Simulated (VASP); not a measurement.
Crystal: MgI2.

```
Mg I
1.0
     4.19568    0.00000    0.00000
    -2.09784    3.63357    0.00000
     0.00000    0.00000    7.10573
Mg I
1 2
Direct
  0.00000 0.00000 0.00000
  0.33333 0.66667 0.23408
  0.66667 0.33333 0.76592
```

The cell comes from a database or a generator and needn't be the stable form of this composition.

```yaml
Program: VASP 6.6.1
Task: relaxation of cell and atoms
Functional: PBE
Dispersion: D3(BJ)
Potentials_or_basis: VASP PAW PBE potentials, release 64 (Mg, I)
Cutoff: 600 eV
k_mesh: 6 × 6 × 4
Occupations: gaussian, width 0.02 eV
Spin: no spin polarisation
```

At the start: pressure -1.0 GPa; volume 36.11 Å³/atom.

**Question.** Where does the relaxation end?

**Answer.** Over 12 steps the energy falls by 8.2 meV/atom and the volume is 33.50 Å³/atom (-7.2 %); space group P-3m1 (No. 164, to 0.05 Å).

The path:
```csv
step,energy change (eV),largest force (eV/Å),pressure (GPa),volume (Å³)
1,0.0000,0.0050,-0.97,108.33
2,-0.0121,0.1524,-0.07,104.93
3,-0.0122,0.1667,-0.01,104.62
4,-0.0119,0.1951,0.20,104.01
5,-0.0122,0.1707,0.05,104.53
6,-0.0148,0.1345,0.03,104.14
7,-0.0176,0.0382,0.00,103.11
8,-0.0198,0.0226,-0.07,102.81
9,-0.0236,0.0271,-0.25,101.90
10,-0.0238,0.0431,-0.30,101.62
11,-0.0246,0.0101,0.06,100.16
12,-0.0246,0.0030,-0.02,100.51
```

Final structure:
```xyz
3
Lattice="4.1257 0.0000 0.0000 -2.0628 3.5729 0.0000 0.0000 0.0000 6.8187" Properties=species:S:1:pos:R:3 pbc="T T T"
Mg    0.0000    0.0000    0.0000
I     0.0000    2.3820    1.6747
I     2.0628    1.1910    5.1440
```
